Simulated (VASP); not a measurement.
A run of VASP 6.6.1 is set up as follows.

The input INCAR:

```
SYSTEM = H4C
ALGO     = Normal         ! electronic algorithm
EDIFF    = 1E-6           ! SCF threshold, eV
ENCUT    = 520            ! plane-wave cutoff, eV
GGA      = PE             ! functional
ISIF     = 2              ! what is computed and relaxed
ISMEAR   = -1             ! smearing method
IVDW     = 12             ! dispersion correction
LASPH    = .TRUE.         ! aspherical terms in the spheres
LCHARG   = .FALSE.        ! write CHGCAR
LREAL    = Auto         
LWAVE    = .FALSE.        ! write WAVECAR
NBANDS   = 45             ! bands
NELM     = 80             ! most SCF steps
PREC     = Accurate       ! precision mode
SIGMA    = 0.05           ! smearing width, eV
```

File KPOINTS:

```
k-points
0
G
  1 1 1
  0 0 0
```

The input POSCAR:

```
H4C
1.0
    7.8912360000      0.0000000000      0.0000000000
    0.0000000000      7.8912360000      0.0000000000
    0.0000000000      0.0000000000      7.8912360000
C H
6 24
Direct
    0.2642931982      0.1767657183      0.4948527708
    0.5144948142      0.9093632480      0.1239603023
    0.9333392133      0.6100311789      0.3138671813
    0.9670728388      0.1999686741      0.9487740577
    0.4985657507      0.4403999576      0.9016711704
    0.9238730156      0.7212431614      0.7979485090
    0.1851927886      0.2285953683      0.5910861112
    0.2166707471      0.1169778727      0.3758093155
    0.3461561662      0.0875908413      0.5550461297
    0.3569022647      0.2711362327      0.4519190657
    0.6551445173      0.9022921124      0.1317791028
    0.4910637573      0.9976130482      0.2242361019
    0.4461531755      0.7976443741      0.1396232479
    0.5053834406      0.9496737900     -0.0086171545
    0.9875639253      0.5996018875      0.1906545439
    1.0039872081      0.6883332345      0.4032067980
    0.9087549783      0.4799628347      0.3671794887
    0.8109629467      0.6589081862      0.2779792671
    1.0450200704      0.3170479251      0.9593680889
    0.8669491066      0.2144150802      1.0529149046
    1.0353130992      0.0763378513      0.9713687438
    0.9066893957      0.2038970828      0.8281592389
    0.6220191615      0.4530468991      0.9829131964
    0.4278037053      0.3338893932      0.9635372710
    0.5348084888      0.4001654494      0.7726039368
    0.4224813451      0.5547800116      0.8882132026
    0.8752621262      0.6087132611      0.7439012089
    0.8502597058      0.8320369585      0.7716281708
    1.0574895999      0.7553569555      0.7606793156
    0.9399668189      0.7114221397      0.9371915882
```

Potentials or basis: VASP PAW PBE potentials, release 64 (C, H).

Run with:

```bash
$ cat potpaw_PBE.64/C/POTCAR potpaw_PBE.64/H/POTCAR > POTCAR
$ mpirun -np 1 vasp_gam > vasp.out
```

**Question.** Predict the dispersion energy per atom.

**Answer.** -0.019 eV.

**Question.** Estimate the pressure.

**Answer.** -0.1 GPa.

Stress tensor (GPa, compression positive):
```
-0.28 -0.70 -0.28
-0.70  0.49  0.13
-0.28  0.13 -0.53
```
